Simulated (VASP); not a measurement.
An input for Ansatz (written as the equivalent of a VASP run, and not itself run):

Ansatz 0.2 input:
```yaml
crystal:
  lattice:
    - [0.0000000, 2.0057478, 2.0057478]
    - [2.0057478, 0.0000000, 2.0057478]
    - [2.0057478, 2.0057478, 0.0000000]
  atoms:
    - { symbol: Mg, position: [0.0000000, 0.0000000, 0.0000000] }
    - { symbol: O, position: [0.5000000, 0.5000000, 0.5000000] }
kpoints:
  mp_grid: { grid: [11, 11, 11] }
hamiltonian:
  xc: r2scan
  pseudopotentials: { kind: paw }
scf:
  occupations: { method: gaussian, width: 0.05 }
  max_iter: 100
relax:
  max_steps: 40
  f_tol: 0.02
  cell: { p_target: 30 }
output: { forces: true, stress: true, eigenvalues: true }
```

Problem. Translate this input to VASP (INCAR, KPOINTS, POSCAR, choice of POTCAR).

Solution. Several could match; the one computed here: 
KPOINTS:
```
Automatic mesh
0
Gamma
11 11 11
0 0 0
```

INCAR:
```
LASPH=T   # aspherical one-centre terms
NELM=100   # most electronic steps
ISMEAR=0   # Gaussian
LWAVE=F
LREAL=F
EDIFF=1E-6
SYSTEM=MgO
ALGO=Normal   # blocked Davidson
LMIXTAU=T
PSTRESS=300   # kbar
LCHARG=F
METAGGA=R2SCAN
ISIF=3
SIGMA=0.05   # width (eV)
NSW=40   # most ionic steps
PREC=Accurate
ENCUT=620
EDIFFG=-0.02   # ionic stop
IBRION=2   # conjugate gradients
```

POSCAR:
```
MgO
1
   -0.0000000000     2.0057478382     2.0057478382
    2.0057478382     0.0000000000     2.0057478382
    2.0057478382     2.0057478382     0.0000000000
Mg O
1 1
Direct
  0.0000000000   0.0000000000   0.0000000000
  0.5000000000   0.5000000000   0.5000000000
```

POTCAR, in this order: Mg O (PBE.64 set). Program: vasp_std.

The two are equivalent in intent, not identical: each code has its own PAW files, so the cut-off isn't converted (ENCUT is set for VASP's; basis.ecutwfc is left out, and Ansatz then takes the one that its files recommend); Ansatz stops its SCF on the density residual and VASP on the energy change (EDIFF).

The compound is MgO in the rock salt structure. It was relaxed first under an external pressure of 30 GPa.
